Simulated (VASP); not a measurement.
# SiO2 (Quartz): what each functional gives for the gap, part 2 of 2

How does the band gap of SiO2 (Quartz) depend on the functional? The starting structure is a measured crystal structure from the Crystallography Open Database. The atoms were first relaxed with LDA in that cell, in a run that isn't shown, and the relaxed structure is the one below. Meshes and data sets differ where the inputs say so.

VASP 6.6.1.

Results so far: LDA 5.723 eV; PBE 5.967 eV.

## (4) Bands with r2SCAN

Level of this step: r2SCAN; plane waves and PAW (Si, O) (VASP).

r2SCAN adds the kinetic-energy density, costs more than a GGA and is run with LASPH.

File INCAR:

```
SYSTEM = SiO2
PREC = Accurate
ENCUT = 460
EDIFF = 1E-06
NELM = 100
ISMEAR = 0
SIGMA = 0.03
LREAL = .FALSE.
ALGO = Normal
METAGGA = R2SCAN
LASPH = .TRUE.
NBANDS = 46
LORBIT = 11
LWAVE = .FALSE.
LCHARG = .FALSE.
KPAR = 16
```

File POSCAR:

```
SiO2
1.0
    4.9209000000      0.0000000000      0.0000000000
   -2.4604500000      4.2616244095      0.0000000000
    0.0000000000      0.0000000000      5.4091000000
Si O
3 6
Direct
    0.5312129945      0.5312129945      0.0000000000
    0.0000000000      0.4687870055      0.3333333333
    0.4687870055      0.0000000000      0.6666666667
    0.1448427016      0.7315748149      0.5479944472
    0.8551572984      0.5867321133      0.1186722194
    0.5867321133      0.8551572984      0.8813277806
    0.7315748149      0.1448427016      0.4520055528
    0.2684251851      0.4132678867      0.2146611139
    0.4132678867      0.2684251851      0.7853388861
```

File KPOINTS:

```
Automatic mesh
0
Gamma
6 6 4
0 0 0
```

File KPOINTS_OPT:

```
Line mode
8
Line-mode
Reciprocal
  0.00000000   0.00000000   0.00000000 GAMMA
  0.50000000   0.00000000   0.00000000 M

  0.50000000   0.00000000   0.00000000 M
  0.33333333   0.33333333   0.00000000 K

  0.33333333   0.33333333   0.00000000 K
  0.00000000   0.00000000   0.00000000 GAMMA

  0.00000000   0.00000000   0.00000000 GAMMA
  0.00000000   0.00000000   0.50000000 A

  0.00000000   0.00000000   0.50000000 A
  0.50000000   0.00000000   0.50000000 L

  0.50000000   0.00000000   0.50000000 L
  0.33333333   0.33333333   0.50000000 H

  0.33333333   0.33333333   0.50000000 H
  0.00000000   0.00000000   0.50000000 A

  0.50000000   0.00000000   0.50000000 L
  0.50000000   0.00000000   0.00000000 M

  0.33333333   0.33333333   0.00000000 K
  0.33333333   0.33333333   0.50000000 H
```

Potentials, in the order of the species: Si and O (PBE family, release 64).

Command:

```
$ mpirun -np 16 vasp_std
```

Log:

```text
[banner, memory and clock lines left out]
running   16 mpi-ranks, on    1 nodes
[...]
[... a notice as in an earlier step ...]

|                                                                             |
|               ----> ADVICE to this user running VASP <----                  |
|                                                                             |
|     You enforced a specific xc type in the INCAR file but a different       |
|     [... a line on the potential file left out ...]
|     I HOPE YOU KNOW WHAT YOU ARE DOING!                                     |
|                                                                             |

 LDA part: xc-table for (None), standard interpolation
 POSCAR, INCAR and KPOINTS ok, starting setup
[...]
entering main loop
       N       E                     dE             d eps       ncg     rms          rms(c)
DAV:   1     0.180163842032E+03    0.18016E+03   -0.22944E+04  2216   0.896E+02
DAV:   2    -0.996622427625E+02   -0.27983E+03   -0.26989E+03  2660   0.238E+02
[...]
DAV:  13    -0.894518877674E+02    0.28162E-05   -0.37119E-06  2478   0.977E-03    0.529E-03
DAV:  14    -0.894518879838E+02   -0.21644E-06   -0.23915E-07  1914   0.243E-03
   1 F= -.89451888E+02 E0= -.89451888E+02  d E =-.345928E-26
 Start KPOINTS_OPT (optional k-point list driver)
k-point batch [1-24\72]
       N       E                     dE             ncg
DAV:   1    -0.785808569118E+03   -0.19731E+05     2208
DAV:   2    -0.716470790630E+04   -0.63789E+04     2680
DAV:   3    -0.747579518590E+04   -0.31109E+03     2730
DAV:   4    -0.747810110220E+04   -0.23059E+01     2580
DAV:   5    -0.747812217110E+04   -0.21069E-01     2728
DAV:   6    -0.747812248025E+04   -0.30916E-03     2658
DAV:   7    -0.747812248616E+04   -0.59036E-05     2400
DAV:   8    -0.747812248637E+04   -0.21642E-06     1908
[...]
k-point batch [49-72\72]
       N       E                     dE             ncg
DAV:   1    -0.692216053728E+03   -0.28658E+05     2208
DAV:   2    -0.716659035609E+04   -0.64744E+04     2652
DAV:   3    -0.747796207463E+04   -0.31137E+03     2776
DAV:   4    -0.748029878406E+04   -0.23367E+01     2608
DAV:   5    -0.748032020562E+04   -0.21422E-01     2650
DAV:   6    -0.748032052048E+04   -0.31486E-03     2704
DAV:   7    -0.748032052654E+04   -0.60559E-05     2290
DAV:   8    -0.748032052676E+04   -0.22033E-06     2034
```

Wall time 40 s (16 MPI ranks of Intel Xeon 6975P-C (Granite Rapids), shared host); peak memory 5.4 GiB.

Parts of OUTCAR (step 4):

```text
  Total        0.1486912      0.1486912      0.3070663     -0.0000000     -0.0000000      0.0000000
  in kB        2.1001533      2.1001533      4.3370860     -0.0000000     -0.0000000      0.0000000
  external PRESSURE =       2.8457976 kB  Pullay stress =       0.0000000 kB

 POSITION                                       TOTAL-FORCE (eV/Angst)
 -----------------------------------------------------------------------------------
      1.30702      2.26383      0.00000        -0.005345     -0.009258      0.000000
     -1.15343      1.99779      1.80303        -0.005345      0.009258     -0.000000
      2.30685      0.00000      3.60607         0.010690     -0.000000      0.000000
     -1.08725      3.11770      2.96416        -0.027861     -0.005089      0.036500
      2.76452      2.50043      0.64191         0.018337      0.021584     -0.036500
      0.78318      3.64436      4.76719         0.009523      0.026673      0.036500
      3.24363      0.61727      2.44494         0.009523     -0.026673     -0.036500
      0.30407      1.76119      1.16112         0.018337     -0.021584      0.036500
      1.37320      1.14393      4.24798        -0.027861      0.005089     -0.036500
 -----------------------------------------------------------------------------------
    total drift:                               -0.000049     -0.000085      0.000000

  FREE ENERGIE OF THE ION-ELECTRON SYSTEM (eV)
  ---------------------------------------------------
  free  energy   TOTEN  =       -89.4518879838 eV

  energy  without entropy=      -89.4518879838  energy(sigma->0) =      -89.45188798

[... 2 parts as in an earlier step ...]

[... 1 further part left out ...]
[key lines of the parts left out:]
E-fermi :   0.8324
```

r2SCAN gives a least gap of 6.618 eV, and a least direct gap of 6.912 eV. The least gap is +0.894 eV from that of LDA.

## (5) Bands with TB-mBJ

TB-mBJ is a local potential fitted to gaps: it costs far less than a hybrid but gives no energy. Its energies, forces and stress mean nothing.

Edit INCAR of step 4 so:

```diff
@@ -4,3 +4,3 @@
 EDIFF = 1E-06
-NELM = 100
+NELM = 150
 ISMEAR = 0
@@ -9,3 +9,3 @@
 ALGO = Normal
-METAGGA = R2SCAN
+METAGGA = MBJ
 LASPH = .TRUE.
```

POSCAR is that of step 4.

KPOINTS is that of step 4.

KPOINTS_OPT is that of step 4.

Command:

```
$ mpirun -np 16 vasp_std
```

Log:

```text
[banner, memory and clock lines left out]
running   16 mpi-ranks, on    1 nodes
[...]
[... a notice as in an earlier step ...]

 [... a notice as in an earlier step ...]

 LDA part: xc-table for (None), standard interpolation
 POSCAR, INCAR and KPOINTS ok, starting setup
[...]
entering main loop
       N       E                     dE             d eps       ncg     rms          rms(c)
DAV:   1     0.367507805875E+03    0.36751E+03   -0.22714E+04  2224   0.878E+02
DAV:   2     0.884789905646E+02   -0.27903E+03   -0.26970E+03  2648   0.237E+02
DAV:   3     0.750926724767E+02   -0.13386E+02   -0.13298E+02  2704   0.503E+01
DAV:   4     0.749905512434E+02   -0.10212E+00   -0.10210E+00  2544   0.488E+00
[...]
DAV:  56     0.100882617747E+03    0.29543E-05   -0.42956E-13  1176   0.652E-06    0.220E-06
DAV:  57     0.100882620168E+03    0.24206E-05   -0.47149E-12  1170   0.598E-06    0.152E-06
DAV:  58     0.100882621118E+03    0.95002E-06    0.37400E-12  1158   0.534E-06
   1 F= 0.10088262E+03 E0= 0.10088262E+03  d E =-.124773E-23
 Start KPOINTS_OPT (optional k-point list driver)
k-point batch [1-24\72]
       N       E                     dE             ncg
DAV:   1     0.113629512023E+04   -0.17809E+05     2216
DAV:   2    -0.551597329557E+04   -0.66523E+04     2664
DAV:   3    -0.580541014688E+04   -0.28944E+03     2744
DAV:   4    -0.580785327931E+04   -0.24431E+01     2572
DAV:   5    -0.580787778761E+04   -0.24508E-01     2692
DAV:   6    -0.580787811870E+04   -0.33109E-03     2668
DAV:   7    -0.580787812406E+04   -0.53568E-05     2358
DAV:   8    -0.580787812418E+04   -0.12304E-06     1890
[...]
k-point batch [49-72\72]
       N       E                     dE             ncg
DAV:   1     0.121018197274E+04   -0.26755E+05     2216
DAV:   2    -0.552218731711E+04   -0.67324E+04     2662
DAV:   3    -0.580819135657E+04   -0.28600E+03     2744
DAV:   4    -0.581061263085E+04   -0.24213E+01     2590
DAV:   5    -0.581063666690E+04   -0.24036E-01     2634
DAV:   6    -0.581063698455E+04   -0.31764E-03     2670
DAV:   7    -0.581063698955E+04   -0.50044E-05     2322
DAV:   8    -0.581063698967E+04   -0.11309E-06     2000
```

The job ended after 48 s (16 MPI ranks; peak memory 5.6 GiB).

From OUTCAR (step 5):

```text
  Total       -7.2873372     -7.2873372     -8.2384630     -0.0000000      0.0000000      0.0000000
  in kB     -102.9282828   -102.9282828   -116.3622350     -0.0000000      0.0000000      0.0000000
  external PRESSURE =    -107.4062669 kB  Pullay stress =       0.0000000 kB

 POSITION                                       TOTAL-FORCE (eV/Angst)
 -----------------------------------------------------------------------------------
      1.30702      2.26383      0.00000        -0.167979     -0.290947      0.000000
     -1.15343      1.99779      1.80303        -0.167979      0.290947      0.000000
      2.30685      0.00000      3.60607         0.335957     -0.000000      0.000000
     -1.08725      3.11770      2.96416        -1.771415     -0.108600      1.104175
      2.76452      2.50043      0.64191         0.979758      1.479790     -1.104175
      0.78318      3.64436      4.76719         0.791657      1.588390      1.104175
      3.24363      0.61727      2.44494         0.791657     -1.588390     -1.104175
      0.30407      1.76119      1.16112         0.979758     -1.479790      1.104175
      1.37320      1.14393      4.24798        -1.771415      0.108600     -1.104175
 -----------------------------------------------------------------------------------
    total drift:                               -0.000638     -0.001106      0.000001

  FREE ENERGIE OF THE ION-ELECTRON SYSTEM (eV)
  ---------------------------------------------------
  free  energy   TOTEN  =       100.8826211182 eV

  energy  without entropy=      100.8826211182  energy(sigma->0) =      100.88262112

[... 2 parts as in an earlier step ...]

[... 1 further part left out ...]
[key lines of the parts left out:]
E-fermi :   2.1953
```

TB-mBJ gives a least gap of 8.575 eV, and a least direct gap of 8.796 eV. The least gap is +2.851 eV from that of LDA.

## (6) Comparison

| level | gap (eV) | least direct gap (eV) | mesh | core minutes |
| --- | --- | --- | --- | --- |
| LDA | 5.723 | 6.028 | 6×6×4 | 3.68 |
| PBE | 5.967 | 6.262 | 6×6×4 | 4.16 |
| r2SCAN | 6.618 | 6.912 | 6×6×4 | 10.7 |
| TB-mBJ | 8.575 | 8.796 | 6×6×4 | 12.8 |

Core minutes are wall time times ranks of the run shown, on a shared host.

## (7) Outcome

* gap, LDA: 5.723 eV
* gap, PBE: 5.967 eV
* gap, r2SCAN: 6.618 eV
* gap, TB-mBJ: 8.575 eV

**Reading.** Without spin-orbit coupling the gap of SiO2 (Quartz) runs from 5.723 eV (LDA) to 8.575 eV (TB-mBJ). These are gaps between Kohn-Sham or generalised Kohn-Sham levels of a static lattice, without excitons or temperature. Further runs on this material are not shown.

[Lines on the potential files, build, host, timing and source positions are cut from VASP's logs without a mark.]

[Logs are printed without paths, hosts, clocks, repeated set-up lines and the standing remarks that a program may print on its own settings, such as how far it seeks lower states.]

[Hosts, paths, dates, database ids (printed as entryN), source tags and the programs' standing remarks are cut or masked in the printed files.]
